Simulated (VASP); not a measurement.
Crystal: CoSi.

```
Co Si
1.0
     4.43800    0.00000    0.00000
     0.00000    4.43800    0.00000
     0.00000    0.00000    4.43800
Co Si
4 4
Cartesian
  0.6213 0.6213 0.6213
  1.5977 3.8167 2.8403
  2.8403 1.5977 3.8167
  3.8167 2.8403 1.5977
  3.7412 3.7412 3.7412
  2.9158 0.6968 1.5222
  1.5222 2.9158 0.6968
  0.6968 1.5222 2.9158
```

```yaml
Program: VASP 6.6.1
Task: relaxation of cell and atoms
Functional: LDA
Potentials_or_basis: VASP PAW LDA potentials, release 64 (Co, Si)
Cutoff: 600 eV
k_mesh: 8 × 8 × 8
Occupations: methfessel-paxton, width 0.1 eV
Spin: no spin polarisation
```

At the start: pressure -12.5 GPa; volume 10.93 Å³/atom.

Task: How do energy, volume and symmetry change on relaxing?

Result: Over 10 steps the energy falls by 27.8 meV/atom and the volume is 10.30 Å³/atom (-5.7 %); space group P2_13 (No. 198, to 0.05 Å).

The path:
| step | energy change (eV) | largest force (eV/Å) | pressure (GPa) | volume (Å³) |
| --- | --- | --- | --- | --- |
| 1 | 0.0000 | 0.1644 | -12.46 | 87.41 |
| 2 | 0.1548 | 0.5937 | 21.50 | 77.10 |
| 3 | -0.1941 | 0.3425 | -0.10 | 82.78 |
| 4 | -0.1941 | 0.3462 | 0.16 | 82.69 |
| 5 | -0.2110 | 0.2202 | 0.36 | 82.56 |
| 6 | -0.2218 | 0.0597 | 0.56 | 82.37 |
| 7 | -0.2219 | 0.0620 | 0.36 | 82.35 |
| 8 | -0.2219 | 0.0064 | -0.73 | 82.68 |
| 9 | -0.2223 | 0.0316 | -0.22 | 82.52 |
| 10 | -0.2225 | 0.0052 | 0.02 | 82.43 |

Final structure:
```
CELL_PARAMETERS angstrom
4.35214 0.00000 0.00000
0.00000 4.35214 0.00000
0.00000 0.00000 4.35214
ATOMIC_POSITIONS crystal
Co 0.14578 0.14578 0.14578
Co 0.35422 0.85422 0.64578
Co 0.64578 0.35422 0.85422
Co 0.85422 0.64578 0.35422
Si 0.84316 0.84316 0.84316
Si 0.65684 0.15684 0.34316
Si 0.34316 0.65684 0.15684
Si 0.15684 0.34316 0.65684
```
